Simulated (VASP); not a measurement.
Data:

```
CELL_PARAMETERS angstrom
     -1.61728     1.61728     2.48288
      1.61728    -1.61728     2.48288
      1.61728     1.61728    -2.48288
ATOMIC_POSITIONS crystal
  In 0.00000 0.00000 0.00000
```

Computed with TPSS meta-GGA, VASP's PBE PAW potentials (set 64) (plane waves; VASP 6.6.1). Numerical set-up: 520 eV cut-off, 18×18×18 Γ-centred mesh, tetrahedra with Blöchl corrections, potentials In_d.

Unless said otherwise, spin-orbit coupling is left out, though it shifts the bands of the heavy elements here.

Question: Tabulate the total density of states (states/eV per cell) against energy (eV; zero at the valence-band maximum or, without a gap, the Fermi level).

Answer: 
```
E (eV) | DOS (states/eV)
    -9.98 |  0.00
    -9.62 | # 0.01
    -9.26 | ##### 0.09
    -8.90 | ###### 0.13
    -8.66 | ####### 0.15
    -8.30 | ######### 0.17
    -7.94 | ########## 0.20
    -7.58 | ########## 0.22
    -7.22 | ########### 0.23
    -6.86 | ############ 0.25
    -6.50 | ############# 0.27
    -6.14 | ############## 0.28
    -5.90 | ############## 0.29
    -5.54 | ############### 0.31
    -5.18 | ################ 0.33
    -4.82 | ################# 0.35
    -4.46 | #################### 0.41
    -4.10 | ################### 0.39
    -3.74 | ################## 0.37
    -3.38 | ################ 0.34
    -3.14 | ################## 0.36
    -2.78 | ################## 0.38
    -2.42 | ################# 0.35
    -2.06 | ################## 0.37
    -1.70 | ################# 0.35
    -1.34 | #################### 0.40
    -0.98 | ######################### 0.51
    -0.62 | ######################### 0.51
    -0.38 | ######################## 0.49
    -0.02 | #################### 0.40
     0.34 | ###################### 0.45
     0.70 | ######################## 0.49
     1.06 | ######################## 0.50
     1.42 | ######################## 0.49
     1.78 | ######################### 0.51
     2.14 | ########################## 0.53
     2.38 | ########################### 0.55
     2.74 | ########################### 0.56
     3.10 | ############################# 0.59
     3.46 | ############################## 0.62
```
Within 2 eV below the Fermi level the largest weight inside VASP's projection spheres is In p, then In s.

The compound is In in the bct structure. It was relaxed first.
